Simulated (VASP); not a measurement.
Energy against volume of SiC (zinc blende). These are PBE GGA with D3 dispersion (Becke-Johnson damping), VASP's PBE PAW potentials (set 64) (plane waves; VASP) values and carry that method's errors. Numerical set-up: 520 eV cut-off, 10×10×10 Γ-centred mesh, Gaussian smearing of 0.050 eV, potentials Si C.

```csv
V (Å³/atom),E (eV/atom)
9.660,-7.80179
9.968,-7.82344
10.277,-7.83026
10.585,-7.82430
```

**Question.** Fit these four points and predict the energy of the run at 10.893 Å³/atom.

**Answer.** A cubic in V^(−2/3), the third-order Birch-Murnaghan form, passes through the four points with V0 = 10.28 Å³/atom and B0 = 220 GPa, and gives -7.8074 eV/atom there. The run gave -7.8073 eV/atom, +0.1 meV/atom from the fit; all five points give B0 = 221 GPa.

The compound is SiC in the zinc blende structure. It was relaxed first.
